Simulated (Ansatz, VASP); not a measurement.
**Cross-check of Zr13Al19Se26N19 (1T-ZrSe2/h-AlN heterobilayer) between VASP and Ansatz**

One calculation is typed for both programs; each brings its own data sets and cutoff. How far apart do they land? The cell is taken from a series of runs on this material, whose earlier steps may have relaxed or scaled it; both programs get it as it stands.

Program: Ansatz 0.2.0. Level of theory: plane waves, with VASP 6.6.1 beside it; single point at PBE with D3(BJ). Results are calculated unless marked as measured.

**1. Set-up**

The cell holds 77 atoms: 13 Zr, 26 Se, 19 Al and 19 N. Cell: a = 13.618 Å, b = 13.618 Å, c = 22.410 Å, α = 90.0°, β = 90.0°, γ = 120.0°. It derives from ZrSe2. As first built, before any earlier steps moved the atoms: 13 cells of 1T-ZrSe2 (a = 3.77 A, strained +0.19 %) and 19 cells of h-AlN (a = 3.13 A, -0.19 %) on one hexagonal cell, twist 9.52 deg; facing atoms 3.23 A apart;; displaced by a Gaussian of 0.01 A. Vacuum lies along c.

Structure file:

```xyz
77
Lattice="13.6181 0.0000 0.0000 -6.8091 11.7936 0.0000 0.0000 0.0000 22.4100" Properties=species:S:1:pos:R:3
Zr   -4.2019    9.0911    9.5946
Zr   -1.5726    6.3470    9.5767
Zr   -0.5340    9.9760    9.5852
Zr    6.8006   11.7920    9.5995
Zr    1.0638    3.6098    9.5991
Zr    2.1074    7.2587    9.5774
Zr    3.1456   10.8817    9.5883
Zr    3.6630    0.9157    9.5899
Zr    4.7029    4.5280    9.5964
Zr    5.7591    8.1676    9.5865
Zr    7.3429    1.8031    9.5937
Zr    8.3777    5.4619    9.5971
Zr   11.0042    2.7137    9.5794
Se   -2.6315   10.5858   11.1768
Se   -2.0832    8.4745    7.9916
Se    0.0091    7.8610   11.1676
Se    0.5184    5.7521    8.0183
Se    1.0616   11.4765   11.1868
Se    1.5632    9.3618    8.0019
Se    1.5769    1.5012   11.1745
Se   -4.7281   11.1938    8.0028
Se    2.6283    5.1359   11.1781
Se    3.1521    3.0346    8.0060
Se    3.6575    8.7609   11.1624
Se    4.1925    6.6477    8.0017
Se   11.5358    0.6017   11.1714
Se    5.2492   10.2857    8.0205
Se    5.2401    2.4234   11.1951
Se    5.7666    0.2967    7.9880
Se    6.2847    6.0533   11.1779
Se    6.7942    3.9268    8.0172
Se    7.3295    9.6927   11.1830
Se    7.8576    7.5421    7.9943
Se    8.8854    3.3350   11.1853
Se    9.4289    1.2178    7.9912
Se   -3.6782    6.9572   11.1801
Se   10.4861    4.8355    8.0017
Se   -1.0331    4.2280   11.1954
Se   -0.5262    2.1113    7.9970
Al    4.3536    9.2601   14.4240
Al    6.5176    4.3154   14.4226
Al    6.8558    7.4082   14.4186
Al    7.2270   10.5065   14.4159
Al    1.8692   11.1347   14.4002
Al    9.0198    2.4533   14.4336
Al    9.3797    5.5363   14.4101
Al   -3.8778    8.6368   14.3848
Al   11.5178    0.5942   14.4208
Al   -1.7393    3.7058   14.4354
Al   -1.3759    6.7942   14.4085
Al   -1.0152    9.9206   14.4063
Al    0.7781    1.8280   14.3973
Al    1.1208    4.9314   14.4197
Al    1.4857    8.0376   14.4094
Al   -3.5287   11.7588   14.4206
Al    3.6378    3.0678   14.4065
Al    4.0097    6.1664   14.3951
Al    6.1388    1.2143   14.4338
N     5.0865    7.6371   14.4213
N     7.2322    2.6401   14.4022
N     7.5930    5.7676   14.4215
N     7.9441    8.8742   14.4143
N     2.5684    9.4832   14.4051
N     9.7598    0.8158   14.4143
N    10.0926    3.8908   14.4110
N    -3.1697    7.0141   14.4103
N     5.4334   10.7292   14.4060
N    -1.0195    2.0469   14.4081
N    -0.6548    5.1463   14.4251
N    -0.2985    8.2496   14.4139
N     1.4904    0.1707   14.4150
N     1.8181    3.2837   14.3975
N     2.2042    6.3757   14.4096
N    -2.8142   10.1170   14.4016
N     4.3737    1.4064   14.4083
N     4.7118    4.5053   14.4193
N     0.0381   11.3497   14.4152
```

**2. Ansatz: single point, PBE with D3(BJ)**

Ansatz runs on its PAW large soft_2 files.

With cell and atoms fixed, the geometry can't cause a difference; cores, projectors, grids and the points listed under the comparison can.

The input, input.yaml:

```yaml
crystal:
  lattice:
    - [13.6181, 0.0, 0.0]
    - [-6.80905, 11.79362, 0.0]
    - [0.0, 0.0, 22.41]
  atoms:
    - { symbol: Zr, position: [0.07687, 0.77085, 0.42814] }
    - { symbol: Se, position: [0.25556, 0.89759, 0.49874] }
    - { symbol: Se, position: [0.20631, 0.71857, 0.35661] }
    - { symbol: Zr, position: [0.15361, 0.53817, 0.42734] }
    - { symbol: Se, position: [0.33394, 0.66655, 0.49833] }
    - { symbol: Se, position: [0.28193, 0.48773, 0.3578] }
    - { symbol: Zr, position: [0.38373, 0.84588, 0.42772] }
    - { symbol: Se, position: [0.56451, 0.97311, 0.49919] }
    - { symbol: Se, position: [0.51169, 0.7938, 0.35707] }
    - { symbol: Zr, position: [0.99931, 0.99986, 0.42836] }
    - { symbol: Se, position: [0.17944, 0.12729, 0.49864] }
    - { symbol: Se, position: [0.12738, 0.94914, 0.35711] }
    - { symbol: Zr, position: [0.23116, 0.30608, 0.42834] }
    - { symbol: Se, position: [0.41074, 0.43548, 0.4988] }
    - { symbol: Se, position: [0.36012, 0.25731, 0.35725] }
    - { symbol: Zr, position: [0.46249, 0.61548, 0.42737] }
    - { symbol: Se, position: [0.64, 0.74285, 0.4981] }
    - { symbol: Se, position: [0.5897, 0.56367, 0.35706] }
    - { symbol: Zr, position: [0.69233, 0.92268, 0.42786] }
    - { symbol: Se, position: [0.8726, 0.05102, 0.4985] }
    - { symbol: Se, position: [0.82153, 0.87214, 0.3579] }
    - { symbol: Zr, position: [0.3078, 0.07764, 0.42793] }
    - { symbol: Se, position: [0.48753, 0.20548, 0.49956] }
    - { symbol: Se, position: [0.43603, 0.02516, 0.35645] }
    - { symbol: Zr, position: [0.53731, 0.38394, 0.42822] }
    - { symbol: Se, position: [0.71813, 0.51327, 0.49879] }
    - { symbol: Se, position: [0.66539, 0.33296, 0.35775] }
    - { symbol: Zr, position: [0.76917, 0.69254, 0.42778] }
    - { symbol: Se, position: [0.94915, 0.82186, 0.49902] }
    - { symbol: Se, position: [0.89675, 0.63951, 0.35673] }
    - { symbol: Zr, position: [0.61565, 0.15289, 0.4281] }
    - { symbol: Se, position: [0.79386, 0.28278, 0.49912] }
    - { symbol: Se, position: [0.74401, 0.10326, 0.35659] }
    - { symbol: Zr, position: [0.84675, 0.46312, 0.42825] }
    - { symbol: Se, position: [0.02486, 0.58991, 0.49889] }
    - { symbol: Se, position: [0.97502, 0.41001, 0.35706] }
    - { symbol: Zr, position: [0.92311, 0.2301, 0.42746] }
    - { symbol: Se, position: [0.10339, 0.3585, 0.49957] }
    - { symbol: Se, position: [0.05087, 0.17902, 0.35685] }
    - { symbol: Al, position: [0.71228, 0.78518, 0.64364] }
    - { symbol: "N", position: [0.69729, 0.64756, 0.64352] }
    - { symbol: Al, position: [0.66155, 0.36591, 0.64358] }
    - { symbol: "N", position: [0.643, 0.22386, 0.64267] }
    - { symbol: Al, position: [0.81751, 0.62815, 0.6434] }
    - { symbol: "N", position: [0.80209, 0.48904, 0.64353] }
    - { symbol: Al, position: [0.97612, 0.89086, 0.64328] }
    - { symbol: "N", position: [0.95958, 0.75246, 0.64321] }
    - { symbol: Al, position: [0.60932, 0.94413, 0.64258] }
    - { symbol: "N", position: [0.59065, 0.8041, 0.6428] }
    - { symbol: Al, position: [0.76635, 0.20802, 0.64407] }
    - { symbol: "N", position: [0.75126, 0.06917, 0.64321] }
    - { symbol: Al, position: [0.92348, 0.46943, 0.64302] }
    - { symbol: "N", position: [0.90607, 0.32991, 0.64306] }
    - { symbol: Al, position: [0.08141, 0.73233, 0.64189] }
    - { symbol: "N", position: [0.06461, 0.59474, 0.64303] }
    - { symbol: Al, position: [0.87096, 0.05038, 0.6435] }
    - { symbol: "N", position: [0.85386, 0.90975, 0.64284] }
    - { symbol: Al, position: [0.02939, 0.31422, 0.64415] }
    - { symbol: "N", position: [0.01192, 0.17356, 0.64293] }
    - { symbol: Al, position: [0.18701, 0.57609, 0.64295] }
    - { symbol: "N", position: [0.1701, 0.43636, 0.64369] }
    - { symbol: Al, position: [0.34604, 0.84118, 0.64285] }
    - { symbol: "N", position: [0.32783, 0.6995, 0.64319] }
    - { symbol: Al, position: [0.13464, 0.155, 0.64245] }
    - { symbol: "N", position: [0.11668, 0.01447, 0.64324] }
    - { symbol: Al, position: [0.29137, 0.41814, 0.64345] }
    - { symbol: "N", position: [0.27272, 0.27843, 0.64246] }
    - { symbol: Al, position: [0.44986, 0.68152, 0.64299] }
    - { symbol: "N", position: [0.43216, 0.54061, 0.643] }
    - { symbol: Al, position: [0.23941, 0.99705, 0.64349] }
    - { symbol: "N", position: [0.22227, 0.85784, 0.64264] }
    - { symbol: Al, position: [0.39719, 0.26012, 0.64286] }
    - { symbol: "N", position: [0.38079, 0.11925, 0.64294] }
    - { symbol: Al, position: [0.55587, 0.52286, 0.64235] }
    - { symbol: "N", position: [0.537, 0.38201, 0.64343] }
    - { symbol: Al, position: [0.50226, 0.10296, 0.64408] }
    - { symbol: "N", position: [0.48398, 0.96236, 0.64325] }
kpoints:
  mp_grid: { grid: [3, 3, 1] }
hamiltonian:
  xc: pbe
  dispersion: d3bj
  pseudopotentials: { kind: paw, core: large }
scf:
  occupations: { method: fermi_dirac, width: 0.05 }
output:
  forces: true
  populations: true
  dos:
    method: { smearing: { sigma: 0.08 } }
    de: 0.1
    projected:
      site_lists:
        Al: [Al]
        "N": ["N"]
        Se: [Se]
        Zr: [Zr]
        layer_1: [0, 1, 2, 3, 4, 5, 6, 7, 8, 9, 10, 11, 12, 13, 14, 15, 16, 17, 18, 19, 20, 21, 22, 23, 24, 25, 26, 27, 28, 29, 30, 31, 32, 33, 34, 35, 36, 37, 38]
        layer_2: [39, 40, 41, 42, 43, 44, 45, 46, 47, 48, 49, 50, 51, 52, 53, 54, 55, 56, 57, 58, 59, 60, 61, 62, 63, 64, 65, 66, 67, 68, 69, 70, 71, 72, 73, 74, 75, 76]
  eigenvalues: true
```

Started as:

```bash
$ ansatz run input.yaml --threads 5 --pin off --max-ram 81920MiB --backend cuda --events-out ev --progress --plain --runs-dir out
```

Numbers of over 12 decimals in the logs are rounded to 6 here.

The log of the run:

```text
Engine: ansatz 0.2.0, x86_64-unknown-linux-gnu
Pseudopotentials: kind: paw
Pseudopotential: Zr, paw, valence charge 12, recommended cutoff 420 eV (normal), Zr.paw.azcp
Pseudopotential: Se, paw, valence charge 6, recommended cutoff 420 eV (normal), Se.paw.azcp#standard-large-core
Pseudopotential: Al, paw, valence charge 3, recommended cutoff 420 eV (normal), Al.paw.azcp
Pseudopotential: N, paw, valence charge 5, recommended cutoff 420 eV (normal), N.paw.azcp
Functional definition: PBE
  parameter kappa = 0.804
  parameter beta = 0.066725
  exchange = pbe_x(kappa = kappa, mu = beta*pi^2/3)
  correlation = pbe_c(beta = beta)
device memory: the entry about to start is reckoned to put 42.7 GiB on a device that reports 49.7 GiB free
GPU FFT provider: cuFFT
GPU libraries: cuBLAS 13.8.2, cuFFT 12.4.0, cuSOLVER 12.3.4
Crystal: 77 atoms, lattice volume = 3599.196 Å³
Basis set: ecut = 420 eV, 70347 PW (Γ), exchange–correlation on 192×192×300 points (8 copies of the dense FFT grid, shifted against one another)
Bands: 309, of which v1, the nominal top of the filled ones, is band 232 counted from 1 (231 counted from 0)
Symmetry: 1 space group operations
Space group: P1 (ITA 1), of the structure as read, at distance tolerance 1.5e-4 Å
k-points: 5 of 9 (time reversal used)
Non-local potential: Zr, projectors of the file, l = 0: 3, l = 1: 2, l = 2: 2, l = 3: 2
Non-local potential: Se, projectors of the file, l = 0: 2, l = 1: 2, l = 2: 2
Non-local potential: Al, projectors of the file, l = 0: 2, l = 1: 2, l = 2: 1
Non-local potential: N, projectors of the file, l = 0: 2, l = 1: 2, l = 2: 1
PAW form: soft (Blöchl's): semilocal exchange-correlation on the pseudo side does not see the compensation charge
PAW one-centre angular grid: Zr, 590 points (default); XC on 64 Gauss nodes
PAW one-centre angular grid: Se, 110 points (default); XC on 64 Gauss nodes
PAW one-centre angular grid: Al, 110 points (default); XC on 64 Gauss nodes
PAW one-centre angular grid: N, 110 points (default); XC on 64 Gauss nodes
Initial density: superposition of atomic densities (neutral atoms: chi_scale 0, normalization atom)
Initial wavefunctions: pseudopotential atomic-orbital guess
GPU buffer pool allocated for 1382400 grid points (all kernels)
GPU transforms: local potential and band sums: pruned to the plane-wave sphere, on 96×96×150
Functional: x = pbe(κ = 0.804, μ = 0.219515), c = pbe(β = 0.066725)
SCF iter   1: F=—  HF=-139115.057414 eV  |F-HF|=—  |Δ(HF+E_count)|=         —  Δρ=7.33e-2  dr2=2.74e2  ethr=3.10e-3  ⟨swp⟩=7.0  Hψ=7255  notcnv=0  defer=146
preconditioner: auto → Resta (q_TF=auto, 1.939 Å⁻¹)  ε∞=2.6  [insulator: Δε(μ)=1.084 eV  Ē_g=8.786 eV  σ=0.050 eV  W_gap=1.00  n_scr=426 (ndim 8)  ℏωp=11.1 eV  f_vac=0.521  D(μ)=0.00/eV (n_scr^D=0)  ε∞_Penn≈2.6  vacuum switching on, ρ_ref=5.6e-3 e/Å³]
SCF iter   2: F=—  HF=-139041.390282 eV  |F-HF|=—  |Δ(HF+E_count)|=    7.37e1  Δρ=3.17e-2  dr2=3.16e1  ethr=3.10e-3  ⟨swp⟩=3.8  Hψ=3764  notcnv=0  defer=294
preconditioner: auto → LDOS  [insulator: Δε(μ)=0.156 eV  Ē_g=8.021 eV  σ=0.050 eV  W_gap=0.65  n_scr=426 (ndim 8)  ℏωp=11.7 eV  f_vac=0.529  D(μ)=10.02/eV (n_scr^D=22)  ε∞_Penn≈3.1  β→1.0]
SCF iter   3: F=—  HF=-139036.491580 eV  |F-HF|=—  |Δ(HF+E_count)|=    4.90e0  Δρ=8.16e-3  dr2=8.71e0  ethr=3.10e-3  ⟨swp⟩=3.0  Hψ=2916  notcnv=0  defer=250
SCF iter   4: F=—  HF=-139037.235846 eV  |F-HF|=—  |Δ(HF+E_count)|=   7.44e-1  Δρ=8.19e-3  dr2=2.10e1  ethr=1.88e-3  ⟨swp⟩=3.8  Hψ=3016  notcnv=0  defer=294  recentre
SCF iter   5: F=—  HF=-139035.193716 eV  |F-HF|=—  |Δ(HF+E_count)|=    2.04e0  Δρ=1.56e-3  dr2=3.29e-1  ethr=1.88e-3  ⟨swp⟩=3.0  Hψ=2551  notcnv=0  defer=253
SCF iter   6: F=—  HF=-139035.159788 eV  |F-HF|=—  |Δ(HF+E_count)|=   3.39e-2  Δρ=5.59e-4  dr2=3.97e-2  ethr=7.08e-5  ⟨swp⟩=2.8  Hψ=2475  notcnv=0  defer=253
SCF iter   7: F=—  HF=-139035.156140 eV  |F-HF|=—  |Δ(HF+E_count)|=   3.65e-3  Δρ=3.01e-4  dr2=5.85e-3  ethr=8.56e-6  ⟨swp⟩=2.0  Hψ=1915  notcnv=0  defer=253
SCF iter   8: F=—  HF=-139035.158067 eV  |F-HF|=—  |Δ(HF+E_count)|=   1.93e-3  Δρ=1.00e-4  dr2=7.00e-4  ethr=1.26e-6  ⟨swp⟩=2.4  Hψ=2141  notcnv=0  defer=253
SCF iter   9: F=—  HF=-139035.157785 eV  |F-HF|=—  |Δ(HF+E_count)|=   2.83e-4  Δρ=2.45e-5  dr2=2.99e-5  ethr=1.51e-7  ⟨swp⟩=2.8  Hψ=2201  notcnv=0  defer=253
SCF iter  10: F=—  HF=-139035.158655 eV  |F-HF|=—  |Δ(HF+E_count)|=   8.71e-4  Δρ=8.29e-6  dr2=3.73e-6  ethr=6.44e-9  ⟨swp⟩=2.4  Hψ=2493  notcnv=0  defer=253
SCF iter  11: F=—  HF=-139035.158659 eV  |F-HF|=—  |Δ(HF+E_count)|=   3.70e-6  Δρ=3.54e-6  dr2=1.00e-6  ethr=8.04e-10  ⟨swp⟩=2.6  Hψ=2305  notcnv=0  defer=253
SCF iter  12: F=-139035.158662 eV  HF=-139035.158661 eV  |F-HF|=7.18e-7  |Δ(HF+E_count)|=   1.75e-6  Δρ=9.57e-7  dr2=4.62e-8  ethr=2.16e-11  ⟨swp⟩=20.4  Hψ=11904  notcnv=0
SCF 1 converged in 12 iterations: F = -139035.158662 eV  dr2 = 4.62e-8
[...]
k-point 2: bands = [... 228 lower, -0.7945, -0.7161, -0.6422, -0.6110, 0.1020, 0.1451, 0.2908, 0.3916, ... 73 higher]
  k-point 4: bands = [... 228 lower, -0.8025, -0.7288, -0.6332, -0.6106, 0.1035, 0.1447, 0.2924, 0.3915, ... 73 higher]
--- Löwdin populations: 77 sites ---
  site symbol       q [e]
     0     Zr     11.2098
     1     Se      6.2919
     2     Se      6.3258
     3     Zr     11.2087
     4     Se      6.3047
     5     Se      6.3242
     6     Zr     11.2129
     7     Se      6.3010
     8     Se      6.3234
     9     Zr     11.2203
    10     Se      6.2868
    11     Se      6.3241
    12     Zr     11.2054
    13     Se      6.2996
    14     Se      6.3143
    15     Zr     11.2139
    16     Se      6.2909
    17     Se      6.3230
    18     Zr     11.2059
    19     Se      6.2841
    20     Se      6.3164
    21     Zr     11.2080
    22     Se      6.3032
    23     Se      6.3311
[...]
69     Al      1.8538
    70      N      6.0794
    71     Al      1.8578
    72      N      6.0903
    73     Al      1.8600
    74      N      6.0883
    75     Al      1.8486
    76      N      6.0821
  spilling = 0.007078 (of n_electrons = 464.000000)
```

In the SCF lines HF is the Harris–Foulkes energy and dr2 the Hartree energy of the density residual, in eV; the loop may stop once dr2 is under the threshold and the program's other checks hold. Hψ counts applications of the Hamiltonian.

[end of part 1 of 2]

[Lines on the potential files, build, host, timing and source positions are cut from VASP's logs without a mark.]

[Logs are printed without paths, hosts, clocks, repeated set-up lines and the standing remarks that a program may print on its own settings, such as how far it seeks lower states.]

[Hosts, paths, dates, database ids (printed as entryN), source tags and the programs' standing remarks are cut or masked in the printed files.]
